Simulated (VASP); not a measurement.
A run of VASP 6.6.1:

INCAR

```
ALGO = Normal
EDIFF = 1E-6
ENCUT = 520
GGA = PS
ISIF = 2
ISMEAR = 0
LASPH = T
LCHARG = T
LELF = T
LREAL = F
LVHAR = T
LWAVE = F
NBANDS = 45
NELM = 80
PREC = Accurate
SIGMA = 0.1
```

The input KPOINTS:

```
k-points
0
Gamma
  12 12 2
```

File POSCAR:

```
Ga2Ge2O3
1.0
    3.0181090000      0.0000000000      0.0000000000
   -1.5090540000      2.6137590000      0.0000000000
    0.0000000000      0.0000000000     14.2716300000
Ga Ge O
2 2 3
Direct
    0.3333330000      0.6666670000      0.0994410000
    0.6666670000      0.3333330000      0.9005590000
    0.6666670000      0.3333330000      0.4208640000
    0.3333330000      0.6666670000      0.5791360000
    0.6666670000      0.3333330000      0.1524040000
    0.3333330000      0.6666670000      0.8475960000
    0.0000000000      0.0000000000      0.0000000000
```

Potentials or basis: VASP PAW PBE potentials, release 64 (Ga_d, Ge_d, O).

Run with:

```sh
$ cat potpaw_PBE.64/Ga_d/POTCAR potpaw_PBE.64/Ge_d/POTCAR potpaw_PBE.64/O/POTCAR > POTCAR
$ mpirun -np 1 vasp_std > vasp.out
```

Hardware: 1 thread of Intel(R) Xeon(R) Platinum 8488C (Sapphire Rapids), with other jobs on the host.

**Question.** Estimate the wall time of this run.

**Answer.** Wall time 2.7 min on 1 thread of Intel(R) Xeon(R) Platinum 8488C (Sapphire Rapids), with other jobs on the host, peak memory 0.33 GiB. Counts: scf iterations 16, k points 38.
